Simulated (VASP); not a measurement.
Energy against volume of CoSi2 (fluorite). Computed with PBEsol GGA, VASP's PBE PAW potentials (set 64) (plane waves; VASP). Numerical set-up: 520 eV cut-off, 10×10×10 Γ-centred mesh, first-order Methfessel-Paxton smearing of 0.10 eV, potentials Co Si.

| V (Å³/atom) | E (eV/atom) |
|---|---|
| 12.123 | -6.98716 |
| 12.498 | -6.99444 |
| 12.873 | -6.98800 |
| 13.248 | -6.96994 |

Problem. Fit these four points and predict the energy of the run at 11.748 Å³/atom.

Solution. A cubic in V^(−2/3), the third-order Birch-Murnaghan form, passes through the four points with V0 = 12.50 Å³/atom and B0 = 195 GPa, and gives -6.9637 eV/atom there. The run gave -6.9637 eV/atom, -0.0 meV/atom from the fit; all five points give B0 = 195 GPa.

The compound is CoSi2 in the fluorite structure. It was relaxed first. The run is not spin-polarised, so no magnetic state was tried.
